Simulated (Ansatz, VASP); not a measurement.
Hg2F4 (Hg2(F)2(F)2) in VASP and in Ansatz

Contents of INCAR:

```
SYSTEM = HgF2
PREC = Accurate
ENCUT = 520
EDIFF = 1E-6
ISMEAR = 0
SIGMA = 0.01
LREAL = .False.
LASPH = .True.
NELM = 150
ALGO = Normal
ISIF = 2
LWAVE = .False.
LCHARG = .True.
MAGMOM = 0 0 0 0 0 0 0 0 0 0 0 0 0 0 0 0 0 0
LORBIT = 11
LSORBIT = .True.
GGA_COMPAT = .False.
LORBMOM = .True.
GGA = PE
LVHAR = .True.
NBANDS = 68
```

The input KPOINTS:

```
Automatic mesh
0
Gamma
  1 1 1
  0 0 0
```

File POSCAR:

```
HgF2
1.0
   11.7500000000      0.0000000000      0.0000000000
    0.0000000000      9.0000000000      0.0000000000
    0.0000000000      0.0000000000     16.0900000000
Hg F
2 4
Direct
    0.4646280900      0.5000000000      0.6118371700
    0.5351353200      0.5000000000      0.3883679300
    0.6167846800      0.5000000000      0.4962604100
    0.3829787200      0.5000000000      0.5039446900
    0.5357693600      0.5000000000      0.7205282800
    0.4639940400      0.5000000000      0.2796768200
```

Input for Ansatz:

```yaml
crystal:
  lattice:
    - [11.75, 0.0, 0.0]
    - [0.0, 9.0, 0.0]
    - [0.0, 0.0, 16.09]
  atoms:
    - { symbol: Hg, position: [0.46462809, 0.5, 0.61183717] }
    - { symbol: Hg, position: [0.53513532, 0.5, 0.38836793] }
    - { symbol: F, position: [0.61678468, 0.5, 0.49626041] }
    - { symbol: F, position: [0.38297872, 0.5, 0.50394469] }
    - { symbol: F, position: [0.53576936, 0.5, 0.72052828] }
    - { symbol: F, position: [0.46399404, 0.5, 0.27967682] }
basis:
  ecutwfc: 420
  ecutrho_ratio: 4
kpoints:
  mp_grid: { grid: [1, 1, 1] }
hamiltonian:
  xc: pbe
scf:
  occupations: { method: gaussian, width: 0.01 }
output:
  forces: true
  eigenvalues: true
  populations: true
  write_density: true
  write_potential: true
  elf: true
  volumetric_format: npy
magnetization:
  noncollinear: true
  spin_orbit: true
```

Alike in both runs: task single point; functional PBE; k mesh 1 × 1 × 1; occupations gaussian, width 0.01 eV; non-collinear spin, spin-orbit coupling.

```csv
,VASP,Ansatz
version,VASP 6.6.1,Ansatz 0.2.0
potentials or method,"VASP PAW PBE potentials, release 64 (Hg, F)","plane waves, PAW"
plane-wave cutoff (eV),520,420
valence electrons in the cell,52,68
```

```csv
,VASP,Ansatz,Ansatz less VASP
gap on the k mesh at the Fermi level (eV),4.16,4.20,+0.040
rms of the force components (eV/Å),0.190,0.085,-0.1049
net moment per atom (μB),0.00,0.00,0.000
```

Atom by atom the forces differ by 0.206 eV/Å (rms over components). One of these differences is far larger than is usual between the two programs; its cause wasn't traced. The functional is the same, so the differences come from potentials, cutoffs and numerics. The two sets of potentials don't hold the same shells in valence. Ansatz warned: «xc_potential_rough_in_thin_density».
